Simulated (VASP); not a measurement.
# Si2WC3 (P-6m2) in VASP: a series of runs

Runs on Si2WC3. Level: PBE. Tasks: relaxation of cell and atoms.

Everything below comes from runs of VASP 6.6.1. Logs are shortened: lines on timing, memory, paths and dates and some standing lists are left out, and cuts for length are marked.

## 1. Starting point

It takes space group P-6m2 (No. 187, hexagonal). Conventional cell: a = 3.117 Å, b = 3.117 Å, c = 8.790 Å, α = 90.00°, β = 90.00°, γ = 120.00°. Si (site symmetry 3m) has 4 C at 1.94 to 2.10 Å and 1 Si at 2.14 Å as nearest neighbours. W (site symmetry -6m2) has 6 C at 2.27 Å as nearest neighbours. C (site symmetry 3m) is surrounded by 1 Si at 1.94 Å. C (site symmetry -6m2) is surrounded by 6 Si at 2.10 Å.

The cell was built by a generator and needn't be a form met in nature.

## 2. Relaxation of cell and atoms, PBE

File INCAR:

```
PREC = Normal ; ENCUT = 520
EDIFF = 1E-4 ; ISMEAR = 0
SIGMA = 0.15 ; LREAL = False
LASPH = True ; NELM = 60
ALGO = Fast ; ISIF = 3
LWAVE = False ; LCHARG = False
GGA = PE ; IBRION = 2
NSW = 24 ; EDIFFG = -0.08
```

File KPOINTS:

```
Automatic mesh
0
Gamma
  6 6 2
```

File POSCAR:

```
Si2WC3
1.0
    3.1174179200      0.0000000000      0.0000000000
   -1.5587089600      2.6997631100      0.0000000000
    0.0000000000      0.0000000000      8.7900964400
Si W C
2 1 3
Direct
    0.3333333300      0.6666666700      0.3780000000
    0.3333333300      0.6666666700      0.6220000000
    0.0000000000      0.0000000000      0.0000000000
    0.3333333300      0.6666666700      0.1570000000
    0.3333333300      0.6666666700      0.8430000000
    0.0000000000      0.0000000000      0.5000000000
```

Potentials or basis: VASP PAW PBE potentials, release 64 (Si, W_sv, C).

Launch:

```bash
$ cat potpaw_PBE.64/Si/POTCAR potpaw_PBE.64/W_sv/POTCAR potpaw_PBE.64/C/POTCAR > POTCAR
$ mpirun -np 1 vasp_std > vasp.out
```

OUTCAR:

```text
PREC = Normal
   ENCUT = 520
   EDIFF = 1E-4
   ISMEAR = 0
   LREAL = False
   LASPH = True
   NELM = 60
   ISIF = 3
   GGA = PE
   IBRION = 2
   NSW = 24
   EDIFFG = -0.08

 ion  position               nearest neighbor table
   1  0.333  0.667  0.378-   4 1.94   6 2.10   6 2.10   6 2.10   2 2.14
   2  0.333  0.667  0.622-   5 1.94   6 2.10   6 2.10   6 2.10   1 2.14
   3  0.000  0.000  0.000-   4 2.27   5 2.27   4 2.27   5 2.27   4 2.27   5 2.27
   4  0.333  0.667  0.157-   1 1.94   3 2.27   3 2.27   3 2.27
   5  0.333  0.667  0.843-   2 1.94   3 2.27   3 2.27   3 2.27
   6  0.000  0.000  0.500-   1 2.10   2 2.10   1 2.10   2 2.10   1 2.10   2 2.10

  LATTYP: Found a hexagonal cell.
 ALAT       =     3.1174179200
 C/A-ratio  =     2.8196721343

  Lattice vectors:

 A1 = (   3.1174179200,   0.0000000000,   0.0000000000)
 A2 = (  -1.5587089600,   2.6997631100,   0.0000000000)
 A3 = (   0.0000000000,   0.0000000000,   8.7900964400)

Analysis of symmetry for initial positions (statically):
=====================================================================
 Subroutine PRICEL returns:
 Original cell was already a primitive cell.

 Routine SETGRP: Setting up the symmetry group for a
 hexagonal supercell.

 Subroutine GETGRP returns: Found 12 space group operations
 (whereof 12 operations were pure point group operations)
 out of a pool of 24 trial point group operations.

The static configuration has the point symmetry D_3h.

Analysis of symmetry for dynamics (positions and initial velocities):
=====================================================================
 Subroutine PRICEL returns:
 Original cell was already a primitive cell.

 Routine SETGRP: Setting up the symmetry group for a
 hexagonal supercell.

 Subroutine GETGRP returns: Found 12 space group operations
 (whereof 12 operations were pure point group operations)
 out of a pool of 24 trial point group operations.

The dynamic configuration has the point symmetry D_3h.

 Subroutine INISYM returns: Found 12 space group operations
 (whereof 12 operations are pure point group operations),
 and found     1 'primitive' translations

----------------------------------------------------------------------------------------

                                     Primitive cell

  volume of cell :      73.9800

  direct lattice vectors                    reciprocal lattice vectors
     3.117417920  0.000000000  0.000000000     0.320778293  0.185201434  0.000000000
[... 105 lines left out ...]
  Fermi-wavevector in a.u.,A,eV,Ry     =   1.263367  2.387418 21.716223  1.596097
  Thomas-Fermi vector in A             =   2.396728
   LORBIT       =      0    0 simple, 1 ext, 2 COOP (PROOUT), +10 PAW based schemes
   GGA     = PE    functional components
   LHFCALC =     F    Hartree Fock is set to
   AEXX    =    0.0000 exact exchange contribution
   IVDW    =     0    specifies the selected vdW correction
   LEPSILON=     F    determine dielectric tensor
   LRPA    =     F    only Hartree local field effects (RPA)
 conjugate gradient relaxation of ions
 non-spin polarized calculation
 RMM-DIIS sequential band-by-band and
 Gauss-broadening in eV      SIGMA  =   0.15
  energy-cutoff  :      520.00
  volume of cell :       73.98
 maximum number of plane-waves:      2012
   NGX = 11   NGY = 11   NGZ = 33

--------------------------------------- Ionic step        1  -------------------------------------------

 number of electron      33.9999992 magnetization

 Free energy of the ion-electron system (eV)
  ---------------------------------------------------
  ext. energy  EPLUGINS =         0.00000000
  ---------------------------------------------------
  free energy    TOTEN  =       -45.75132095 eV

  energy without entropy =      -45.70920076  energy(sigma->0) =      -45.73026086

------------------------ aborting loop because EDIFF is reached ----------------------------------------

  FORCE on cell =-STRESS in cart. coord.  units (eV):
  Direction    XX          YY          ZZ          XY          YZ          ZX
  --------------------------------------------------------------------------------------
  -------------------------------------------------------------------------------------
  Total       -8.0566254     -8.0566254    -12.0951833      0.0000000     -0.0000000      0.0000000
  in kB     -174.4815161   -174.4815157   -261.9441534      0.0000000     -0.0000000      0.0000000
  external PRESSURE =    -203.6357284 kB  Pullay stress =       0.0000000 kB
[... 27 lines left out ...]
--------------------------------------- Ionic step        2  -------------------------------------------

 number of electron      33.9999990 magnetization

 E-fermi :  10.7706     XC(G=0): -12.5358

 val. band max:       10.7673575812   @ k =   0.3333   0.1667   0.0000
 cond. band min:      10.7856053636   @ k =   0.0000   0.0000   0.0000
 fundamental gap:      0.0182477824
 Fermi energy:        10.7705975527

 k-point     1 :       0.0000    0.0000    0.0000
  band No.  band energies     occupation
      1     -62.8246      2.00000
      2     -27.2255      2.00000
      3     -26.7882      2.00000
      4     -26.7881      2.00000
      5      -6.8085      2.00000
      6      -3.4216      2.00000
[... 398 lines left out ...]
  FREE ENERGIE OF THE ION-ELECTRON SYSTEM (eV)
  ---------------------------------------------------
  free  energy   TOTEN  =       -47.3272000503 eV

  energy  without entropy=      -47.2922192731  energy(sigma->0) =      -47.30970966

[... ionic steps 4 to 8 ...]

--------------------------------------- Ionic step        9  -------------------------------------------

 number of electron      34.0000003 magnetization

------------------------ aborting loop because EDIFF is reached ----------------------------------------
[... 75 lines left out ...]
--------------------------------------- Ionic step       11  -------------------------------------------

 number of electron      34.0000004 magnetization

 Free energy of the ion-electron system (eV)
  ---------------------------------------------------
  ext. energy  EPLUGINS =         0.00000000
  ---------------------------------------------------
  free energy    TOTEN  =       -47.48010543 eV

  energy without entropy =      -47.46054070  energy(sigma->0) =      -47.47032306

 E-fermi :   9.2589     XC(G=0): -11.9900

 val. band max:        9.2277830975   @ k =   0.3333   0.1667   0.0000
 cond. band min:       9.4292955260   @ k =   0.1667   0.0000   0.5000
 fundamental gap:      0.2015124285
 Fermi energy:         9.2589425504

 k-point     1 :       0.0000    0.0000    0.0000
  band No.  band energies     occupation
      1     -64.3744      2.00000
      2     -28.6302      2.00000
      3     -28.3755      2.00000
      4     -28.3755      2.00000
      5      -7.8184      2.00000
      6      -4.0786      2.00000
[... 358 lines left out ...]
  FREE ENERGIE OF THE ION-ELECTRON SYSTEM (eV)
  ---------------------------------------------------
  free  energy   TOTEN  =       -47.4801054272 eV

  energy  without entropy=      -47.4605407014  energy(sigma->0) =      -47.47032306

 reached required accuracy - stopping structural energy minimisation
```

OSZICAR:

```text
N       E                     dE             d eps       ncg     rms          rms(c)
DAV:   1     0.216455071884E+03    0.21646E+03   -0.16624E+04   588   0.157E+03
DAV:   2    -0.350841808489E+02   -0.25154E+03   -0.24272E+03   693   0.380E+02
DAV:   3    -0.514871345636E+02   -0.16403E+02   -0.16052E+02   793   0.824E+01
[... 90 lines left out ...]
DAV:   1    -0.474824693358E+02   -0.39027E-02   -0.87071E-02   636   0.248E+00    0.259E-01
RMM:   2    -0.474807479615E+02    0.17214E-02   -0.11276E-02   626   0.638E-01    0.159E-01
RMM:   3    -0.474802206715E+02    0.52729E-03   -0.13324E-03   603   0.260E-01    0.786E-02
RMM:   4    -0.474801117135E+02    0.10896E-03   -0.41897E-04   435   0.130E-01    0.327E-02
RMM:   5    -0.474801054272E+02    0.62864E-05   -0.78762E-05   328   0.559E-02
  11 F= -.47480105E+02 E0= -.47470323E+02  d E =-.217828E-02
```

CONTCAR:

```text
Si2WC3
   1.00000000000000
     3.0063125891814613   -0.0000000000000000    0.0000000000000000
    -1.5031562945907306    2.6035430713327306   -0.0000000000000000
    -0.0000000000000000   -0.0000000000000000    8.3920419412158171
  Si              W               C
     2     1     3
Direct
     0.3333333300000021    0.6666666699999979    0.3582772079237411
     0.3333333300000021    0.6666666699999979    0.6417227920762588
     0.0000000000000000    0.0000000000000000    0.0000000000000000
     0.3333333300000021    0.6666666699999979    0.1481424189622991
     0.3333333300000021    0.6666666699999979    0.8518575810377010
     0.0000000000000000    0.0000000000000000    0.5000000000000000

  0.00000000E+00  0.00000000E+00  0.00000000E+00
  0.00000000E+00  0.00000000E+00  0.00000000E+00
  0.00000000E+00  0.00000000E+00  0.00000000E+00
  0.00000000E+00  0.00000000E+00  0.00000000E+00
  0.00000000E+00  0.00000000E+00  0.00000000E+00
  0.00000000E+00  0.00000000E+00  0.00000000E+00
```

It took 56 s on 1 thread of Intel Xeon Platinum 8488C (Sapphire Rapids), shared host; peak memory 0.16 GiB.

Results:

| Property | Result |
| --- | --- |
| Free energy | -47.4801 eV |
| Relaxed volume | 10.95 Å³/atom |
| Relaxed cell | a = 3.006 Å, b = 3.006 Å, c = 8.392 Å, α = 90.00°, β = 90.00°, γ = 120.00° |
| Space group after relaxing (to 0.05 Å) | P-6m2 (No. 187) |
| Energy gained by relaxing | 288.1 meV/atom |
| Ionic steps | 11 |
| Pressure after relaxing | -0.1 GPa |
| Largest force after relaxing | 0.048 eV/Å |
| Band gap on the k mesh | none (metal or under the smearing width) |

Forces in eV/Å, atoms in the order of the input:
```
Si   0.000  0.000 -0.031
Si   0.000  0.000  0.031
W    0.000  0.000  0.000
C    0.000  0.000 -0.048
C    0.000  0.000  0.048
C    0.000  0.000  0.000
```

Step by step:
| step | energy change (eV) | largest force (eV/Å) | pressure (GPa) | volume (Å³) |
| --- | --- | --- | --- | --- |
| 1 | 0.0000 | 5.4085 | -20.36 | 73.98 |
| 2 | 0.1086 | 9.1631 | 42.70 | 58.41 |
| 3 | -1.5759 | 1.4743 | 0.86 | 65.15 |
| 4 | -1.5822 | 1.6060 | 2.47 | 64.79 |
| 5 | -1.5825 | 1.6724 | 3.06 | 64.61 |
| 6 | -1.6466 | 0.6765 | 1.44 | 65.01 |
| 7 | -1.7149 | 0.2460 | 1.82 | 64.85 |
| 8 | -1.7263 | 0.2891 | -0.90 | 65.84 |
| 9 | -1.7266 | 0.2370 | -0.63 | 65.70 |
| 10 | -1.7272 | 0.1598 | 0.19 | 65.68 |
| 11 | -1.7288 | 0.0477 | -0.15 | 65.69 |

Final structure:
```
CELL_PARAMETERS angstrom
3.00631 0.00000 0.00000
-1.50316 2.60354 0.00000
0.00000 0.00000 8.39204
ATOMIC_POSITIONS crystal
Si 0.33333 0.66667 0.35828
Si 0.33333 0.66667 0.64172
W 0.00000 0.00000 0.00000
C 0.33333 0.66667 0.14814
C 0.33333 0.66667 0.85186
C 0.00000 0.00000 0.50000
```

Caveat: the k mesh is coarse (spacing up to 0.39 Å⁻¹), so the values aren't converged; the relaxation stopped at a loose force limit of 0.08 eV/Å, so its end isn't a converged minimum. Spin-orbit coupling is left out, which matters for the levels of W.

## 3. Relaxation of cell and atoms, PBE

This run uses another cell than the first one, of the same volume but with other edges.

INCAR is that of step 2.

KPOINTS is that of step 2.

File POSCAR:

```
Si2WC3
1.0
    3.2097244400      0.0000000000      0.0000000000
   -1.6048622200      2.7797029000      0.0000000000
    0.0000000000      0.0000000000      8.2917881400
Si W C
2 1 3
Direct
    0.0000000000      0.0000000000      0.9200000000
    0.3333333300      0.6666666700      0.5950000000
    0.0000000000      0.0000000000      0.1750000000
    0.3333333300      0.6666666700      0.0000000000
    0.0000000000      0.0000000000      0.6750000000
    0.3333333300      0.6666666700      0.3500000000
```

Potentials or basis: VASP PAW PBE potentials, release 64 (Si, W_sv, C).

Launch:

```bash
$ cat potpaw_PBE.64/Si/POTCAR potpaw_PBE.64/W_sv/POTCAR potpaw_PBE.64/C/POTCAR > POTCAR
$ mpirun -np 1 vasp_std > vasp.out
```

Wall time 59 s (1 thread of Intel Xeon Platinum 8488C (Sapphire Rapids), shared host); peak memory 0.16 GiB.

It converged, with:

```yaml
Free_energy: -50.6299 eV
Relaxed_volume: 10.60 Å³/atom
Relaxed_cell: a = 3.013 Å, b = 3.013 Å, c = 8.091 Å, α = 90.00°, β = 90.00°, γ = 120.00°
Space_group_after_relaxing_to_0.05_Å: P3m1 (No. 156)
Energy_gained_by_relaxing: 458.0 meV/atom
Ionic_steps: 11
Pressure_after_relaxing: 0.3 GPa
Largest_force_after_relaxing: 0.052 eV/Å
Band_gap_on_the_k_mesh: 0.76 eV, indirect (least direct gap 1.48 eV)
```

Forces in eV/Å, atoms in the order of the input:
```
Si   0.000  0.000  0.049
Si   0.000  0.000 -0.040
W    0.000  0.000 -0.052
C    0.000  0.000  0.020
C    0.000  0.000 -0.007
C    0.000  0.000  0.031
```

Step by step:
```csv
step,energy change (eV),largest force (eV/Å),pressure (GPa),volume (Å³)
1,0.0000,10.6381,-17.70,73.98
2,1.9110,14.5974,39.55,60.18
3,-2.3381,2.6276,-11.68,67.81
4,-2.4782,1.2324,20.09,59.56
5,-2.6864,1.6466,4.56,62.84
6,-2.6479,2.5267,-1.87,64.12
7,-2.7383,0.4871,1.28,63.39
8,-2.7452,0.1753,-1.57,64.06
9,-2.7470,0.1170,-0.88,63.85
10,-2.7480,0.0911,0.19,63.59
11,-2.7481,0.0520,0.31,63.63
```

Final structure:
```
Si W C
1.0
     3.01338    0.00000    0.00000
    -1.50669    2.60966    0.00000
     0.00000    0.00000    8.09134
Si W C
2 1 3
Direct
  0.00000 0.00000 0.89776
  0.33333 0.66667 0.58349
  0.00000 0.00000 0.20336
  0.33333 0.66667 0.00238
  0.00000 0.00000 0.67067
  0.33333 0.66667 0.35735
```

Levels at points of the mesh, in eV from the valence-band top:
| k point | band 14 | band 15 | band 16 | band 17 | band 18 | band 19 | band 20 | band 21 |
| --- | --- | --- | --- | --- | --- | --- | --- | --- |
| (0.00, 0.00, 0.00) | -2.06 | -1.46 | -1.46 | -0.22 | 1.78 | 1.78 | 4.24 | 4.35 |
| (0.50, 0.00, 0.00) | -3.34 | -3.29 | -1.24 | -1.22 | 1.28 | 2.87 | 3.30 | 3.40 |
| (0.00, 0.00, 0.50) | -2.18 | -1.31 | -1.31 | 0.00 | 1.73 | 1.73 | 4.03 | 4.03 |
| (0.50, 0.00, 0.50) | -3.19 | -3.08 | -1.55 | -1.34 | 1.00 | 2.61 | 3.02 | 3.34 |

Caveat: spin-orbit coupling is left out, which moves the levels of the heavy elements; the relaxation stopped at a loose force limit of 0.08 eV/Å, so its end isn't a converged minimum. As with any semilocal functional, this PBE gap is likely too small.
